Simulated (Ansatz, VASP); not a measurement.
# Nb in two plane-wave programs, part 2 of 2

One calculation is typed for both programs; each brings its own data sets. How far apart do they land? The cell is taken from a series of runs on this material, whose earlier steps may have relaxed, scaled, displaced or heated it; both programs get it as it stands.

VASP 6.6.1 and Ansatz 0.2.0.

So far: The starting structure; Ansatz: elastic constants, PBE.

**3. VASP: elastic constants, PBE**

Level of this step: PBE; plane waves and PAW (Nb_sv) (VASP).

The same cell, functional, mesh and smearing now go to VASP, with its own data sets.

Lines of VASP's logs that name or quote its potential files are left out, and so is its time.

Contents of INCAR:

```
SYSTEM = Nb
PREC = Accurate
ENCUT = 500
EDIFF = 1E-08
NELM = 120
ISMEAR = -1
SIGMA = 0.15
LREAL = .FALSE.
ALGO = Normal
GGA = PE
NBANDS = 12
LASPH = .TRUE.
LORBIT = 11
LWAVE = .FALSE.
LCHARG = .FALSE.
ISIF = 3
IBRION = 6
NFREE = 2
POTIM = 0.015
NSW = 1
GGA_COMPAT = .FALSE.
KPAR = 2
```

Contents of POSCAR:

```
Nb
1.0
   -1.6566418784      1.6566418784      1.6566418784
    1.6566418784     -1.6566418784      1.6566418784
    1.6566418784      1.6566418784     -1.6566418784
Nb
1
Direct
    0.0000000000      0.0000000000      0.0000000000
```

Contents of KPOINTS:

```
Automatic mesh
0
Gamma
22 22 22
0 0 0
```

Potentials, in the order of the species: Nb_sv (PBE family, release 64).

Command:

```console
$ mpirun -np 2 vasp_std
```

Numbers of over 12 decimals in the logs are rounded to 6 here.

The program printed:

```text
[banner, memory and clock lines left out]
running    2 mpi-ranks, on    1 nodes
 distrk:  each k-point on    1 cores,    2 groups
 distr:  one band on    1 cores,    1 groups

 POSCAR found type information on POSCAR Nb
 POSCAR found :  1 types and       1 ions
 LDA part: xc-table for (Slater+PW92), standard interpolation
 POSCAR, INCAR and KPOINTS ok, starting setup
 FFT: planning ... GRIDC
 FFT: planning ... GRID_SOFT
 FFT: planning ... GRID
 WAVECAR not read
 entering main loop
       N       E                     dE             d eps       ncg     rms          rms(c)
DAV:   1     0.113960056383E+03    0.11396E+03   -0.71001E+03  7896   0.104E+03
DAV:   2    -0.613475892368E+01   -0.12009E+03   -0.11578E+03  8520   0.382E+02
DAV:   3    -0.104339102088E+02   -0.42992E+01   -0.41046E+01 11296   0.636E+01
DAV:   4    -0.106882115213E+02   -0.25430E+00   -0.25252E+00 11044   0.141E+01
DAV:   5    -0.106971732560E+02   -0.89617E-02   -0.89593E-02 11456   0.221E+00    0.703E+00
DAV:   6    -0.103094964047E+02    0.38768E+00   -0.59546E-01 12656   0.973E+00    0.245E+00
DAV:   7    -0.102653489701E+02    0.44147E-01   -0.17963E-01 13028   0.531E+00    0.950E-01
DAV:   8    -0.102706202001E+02   -0.52712E-02   -0.12152E-02  9320   0.145E+00    0.398E-02
DAV:   9    -0.102706707096E+02   -0.50509E-04   -0.93047E-04 12348   0.282E-01    0.409E-02
DAV:  10    -0.102706880058E+02   -0.17296E-04   -0.28364E-05  9180   0.678E-02    0.146E-02
DAV:  11    -0.102706814895E+02    0.65164E-05   -0.53705E-06 10520   0.388E-02    0.263E-03
DAV:  12    -0.102706812096E+02    0.27989E-06   -0.23973E-07 12492   0.552E-03    0.163E-03
DAV:  13    -0.102706810541E+02    0.15545E-06   -0.81762E-09  7196   0.130E-03    0.283E-04
DAV:  14    -0.102706810414E+02    0.12718E-07   -0.13803E-09  5404   0.580E-04    0.185E-04
DAV:  15    -0.102706810381E+02    0.33274E-08   -0.46920E-10  4984   0.273E-04
   1 F= -.10270681E+02 E0= -.10219515E+02  d E =-.102331E+00
[... from here on, the cycles between the ionic steps are left out ...]
   2 F= -.10266993E+02 E0= -.10215040E+02  d E =-.103905E+00
   3 F= -.10268115E+02 E0= -.10217826E+02  d E =-.100577E+00
   7 F= -.10268115E+02 E0= -.10217826E+02  d E =-.100577E+00
   8 F= -.10270423E+02 E0= -.10219321E+02  d E =-.102204E+00
   9 F= -.10270423E+02 E0= -.10219321E+02  d E =-.102204E+00
  10 F= -.10270423E+02 E0= -.10219321E+02  d E =-.102204E+00
  11 F= -.10270423E+02 E0= -.10219321E+02  d E =-.102204E+00
  12 F= -.10270423E+02 E0= -.10219321E+02  d E =-.102204E+00
  13 F= -.10270423E+02 E0= -.10219321E+02  d E =-.102204E+00
  14 F= -.10270682E+02 E0= -.10219516E+02  d E =-.102331E+00
 Finite differences progress:
  Degree of freedom:   7/  7
  Displacement:        1/  2
  Total:              13/ 14
 bond charge predicted
       N       E                     dE             d eps       ncg     rms          rms(c)
DAV:   1    -0.102520484856E+02    0.18633E-01   -0.32528E+00  7872   0.234E+01    0.244E-01
DAV:   2    -0.102707842052E+02   -0.18736E-01   -0.19383E-01  9476   0.522E+00    0.147E-01
DAV:   3    -0.102706821044E+02    0.10210E-03   -0.34130E-03 12244   0.607E-01    0.159E-02
DAV:   4    -0.102706810632E+02    0.10412E-05   -0.38237E-05  9732   0.618E-02    0.417E-03
DAV:   5    -0.102706814720E+02   -0.40880E-06   -0.30361E-06 11456   0.285E-02    0.648E-04
DAV:   6    -0.102706815938E+02   -0.12180E-06   -0.23281E-07  9640   0.558E-03    0.321E-04
DAV:   7    -0.102706816067E+02   -0.12942E-07   -0.59652E-09  7292   0.882E-04    0.469E-05
DAV:   8    -0.102706816143E+02   -0.75740E-08   -0.14084E-09  5448   0.602E-04
  15 F= -.10270682E+02 E0= -.10219516E+02  d E =-.102331E+00
 Finite differences progress:
  Degree of freedom:   7/  7
  Displacement:        2/  2
  Total:              14/ 14
```

OUTCAR, selected parts (step 3):

```text
ion  position               nearest neighbor table
   1  0.000  0.000  0.000-

  LATTYP: Found a body centered cubic cell.
 ALAT       =     3.3132837568

 Subroutine GETGRP returns: Found 48 space group operations
 (whereof 48 operations were pure point group operations)

The static configuration has the point symmetry O_h .

 Found    328 irreducible k-points:

   k-points           NKPTS =    328   k-points in BZ     NKDIM =    328   number of bands    NBANDS=     12

   dimension x,y,z NGX =    24 NGY =   24 NGZ =   24
   dimension x,y,z NGXF=    48 NGYF=   48 NGZF=   48

   ENCUT  =  500.0 eV  36.75 Ry    6.06 a.u.   5.23  5.23  5.23*2*pi/ulx,y,z

   NELECT =      13.0000    total number of electrons

 k-points in reciprocal lattice and weights: Automatic mesh
   0.00000000  0.00000000  0.00000000       0.000
   0.04545455  0.00000000  0.00000000       0.001
   0.09090909  0.00000000  0.00000000       0.001
   0.13636364  0.00000000  0.00000000       0.001
   0.18181818  0.00000000  0.00000000       0.001
   0.22727273  0.00000000  0.00000000       0.001
   0.27272727  0.00000000  0.00000000       0.001
   0.31818182  0.00000000  0.00000000       0.001
   0.36363636  0.00000000  0.00000000       0.001
[...]
0.50000000  0.50000000  0.45454545       0.001
   0.50000000  0.50000000  0.50000000       0.000

 average (electrostatic) potential at core
       1 -76.9276

 E-fermi :  11.0838

 k-point     1 :       0.0000    0.0000    0.0000
  band No.  band energies     occupation
      1     -43.3294      2.00000
      2     -18.6476      2.00000
      3     -18.6476      2.00000
      4     -18.6476      2.00000
      5       5.1179      2.00000
      6      11.4173      0.19527
      7      11.4173      0.19527
      8      11.4173      0.19527
      9      14.2950      0.00000
     10      14.2950      0.00000
    ...

 k-point     2 :       0.0455    0.0000    0.0000
  band No.  band energies     occupation
      1     -43.3248      2.00000
      2     -18.6764      2.00000
      3     -18.6563      2.00000
      4     -18.6478      2.00000
      5       5.2032      2.00000
      6      11.3647      0.26644
      7      11.4059      0.20908
      8      11.4982      0.11871
      9      14.2112      0.00000
     10      14.2951      0.00000
    ...

 k-point     3 :       0.0909    0.0000    0.0000
  band No.  band energies     occupation
    ...
      2     -18.7598      2.00000
      3     -18.6818      2.00000
      4     -18.6485      2.00000
      5       5.4513      2.00000
      6      11.2152      0.58787
      7      11.3607      0.27255
      8      11.7385      0.02511
      9      14.0094      0.00000
     10      14.2979      0.00000
     11      25.4970      0.00000
    ...

  Total       -0.0417534     -0.0417534     -0.0417534      0.0000000      0.0000000     -0.0000000
  in kB       -3.6783774     -3.6783774     -3.6783774      0.0000000      0.0000000     -0.0000000
  external PRESSURE =      -3.6783774 kB  Pullay stress =       0.0000000 kB

  energy-cutoff  :      500.00
  volume of cell :       18.19
      direct lattice vectors                 reciprocal lattice vectors
    -1.656641878  1.656641878  1.656641878     0.000000000  0.301815381  0.301815381
     1.656641878 -1.656641878  1.656641878     0.301815381  0.000000000  0.301815381
     1.656641878  1.656641878 -1.656641878     0.301815381  0.301815381  0.000000000

 POSITION                                       TOTAL-FORCE (eV/Angst)
 -----------------------------------------------------------------------------------
     -0.01500      0.00000      0.00000         0.000000      0.000000     -0.000000
 -----------------------------------------------------------------------------------
    total drift:                               -0.000014      0.000000      0.000000

  FREE ENERGIE OF THE ION-ELECTRON SYSTEM (eV)
  ---------------------------------------------------
  free  energy   TOTEN  =       -10.2706816143 eV

  energy  without entropy=      -10.1683505038  energy(sigma->0) =      -10.21951606

  SYMMETRIZED ELASTIC MODULI (kBar)
 Direction    XX          YY          ZZ          XY          YZ          ZX
 --------------------------------------------------------------------------------
 XX        2451.1640   1306.5055   1306.5055      0.0000     -0.0000      0.0000
 YY        1306.5055   2451.1640   1306.5055      0.0000      0.0000      0.0000
 ZZ        1306.5055   1306.5055   2451.1640     -0.0000      0.0000     -0.0000
 XY           0.0000      0.0000     -0.0000    208.4855      0.0000      0.0000
 YZ          -0.0000      0.0000      0.0000      0.0000    208.4855      0.0000
 ZX           0.0000      0.0000     -0.0000      0.0000      0.0000    208.4855
 --------------------------------------------------------------------------------

 Eigenvectors and eigenvalues of the dynamical matrix
 ----------------------------------------------------

   1 f  =    0.000000 THz     0.000000 2PiTHz    0.000000 cm-1     0.000000 meV
             X         Y         Z           dx          dy          dz
      0.000000  0.000000  0.000000     1.000000    0.000000    0.000000

   2 f  =    0.000000 THz     0.000000 2PiTHz    0.000000 cm-1     0.000000 meV
             X         Y         Z           dx          dy          dz
      0.000000  0.000000  0.000000     0.000000    1.000000    0.000000

   3 f  =    0.000000 THz     0.000000 2PiTHz    0.000000 cm-1     0.000000 meV
             X         Y         Z           dx          dy          dz
      0.000000  0.000000  0.000000     0.000000    0.000000    1.000000

 ELASTIC MODULI CONTR FROM IONIC RELAXATION (kBar)
 Direction    XX          YY          ZZ          XY          YZ          ZX
 --------------------------------------------------------------------------------
 XX           0.0000      0.0000      0.0000      0.0000      0.0000      0.0000
 YY           0.0000      0.0000      0.0000      0.0000      0.0000      0.0000
 ZZ           0.0000      0.0000      0.0000      0.0000      0.0000      0.0000
 XY           0.0000      0.0000      0.0000      0.0000      0.0000      0.0000
 YZ           0.0000      0.0000      0.0000      0.0000      0.0000      0.0000
 ZX           0.0000      0.0000      0.0000      0.0000      0.0000      0.0000
 --------------------------------------------------------------------------------

 TOTAL ELASTIC MODULI (kBar)
 Direction    XX          YY          ZZ          XY          YZ          ZX
 --------------------------------------------------------------------------------
 XX        2451.1640   1306.5055   1306.5055      0.0000     -0.0000      0.0000
 YY        1306.5055   2451.1640   1306.5055      0.0000      0.0000      0.0000
 ZZ        1306.5055   1306.5055   2451.1640     -0.0000      0.0000     -0.0000
 XY           0.0000      0.0000     -0.0000    208.4855      0.0000      0.0000
 YZ          -0.0000      0.0000      0.0000      0.0000    208.4855      0.0000
 ZX           0.0000      0.0000     -0.0000      0.0000      0.0000    208.4855
 --------------------------------------------------------------------------------

 total charge
# of ion       s       p       d       tot
------------------------------------------
    1        2.220   5.997   2.496  10.713

[... 3 further parts left out ...]
```

CONTCAR:

```
Nb
   1.00000000000000
    -1.6566418784000001    1.6566418784000001    1.6566418784000001
     1.6566418784000001   -1.6566418784000001    1.6566418784000001
     1.6566418784000001    1.6566418784000001   -1.6566418784000001
  Nb
     1
Direct
     0.0000000000000000   -0.0045272307176271   -0.0045272307176271
```

Levels, forces or a CONTCAR printed for this step are those of its last displaced cell, not of the structure at rest.

**4. Side by side**

Known differences besides the potentials themselves: the cutoff is 420 eV in Ansatz and 500 eV in VASP; VASP takes each elastic constant from one size of strain, Ansatz from those that its log lists. Total energies have different zeros and are not compared.

The two programs side by side:

| quantity | Ansatz | VASP | difference |
| --- | --- | --- | --- |
| C11 (GPa) | 244.1 | 245.1 | -0.44 % |
| C22 (GPa) | 244.1 | 245.1 | -0.44 % |
| C33 (GPa) | 244.1 | 245.1 | -0.44 % |
| C12 (GPa) | 130.4 | 130.7 | -0.19 % |
| C13 (GPa) | 130.4 | 130.7 | -0.19 % |
| C23 (GPa) | 130.4 | 130.7 | -0.19 % |
| C44 (GPa) | 19.4 | 20.9 | -7.17 % |
| C55 (GPa) | 19.4 | 20.9 | -7.17 % |
| C66 (GPa) | 19.4 | 20.9 | -7.17 % |

**5. What came out**

| Property | Result |
| --- | --- |
| difference in C44 (elastic constants, PBE) | -7.2 % |

The difference in C44 is -7.2 % (elastic constants, PBE), beyond the 5 % picked in this series as the mark of a large difference. How closely two codes agree says nothing of how well the functional describes the real material.

[Lines on the potential files, build, host, timing and source positions are cut from VASP's logs without a mark.]

[Logs are printed without paths, hosts, clocks, repeated set-up lines and the standing remarks that a program may print on its own settings, such as how far it seeks lower states.]

[Hosts, paths, dates, database ids (printed as entryN), source tags and the programs' standing remarks are cut or masked in the printed files.]
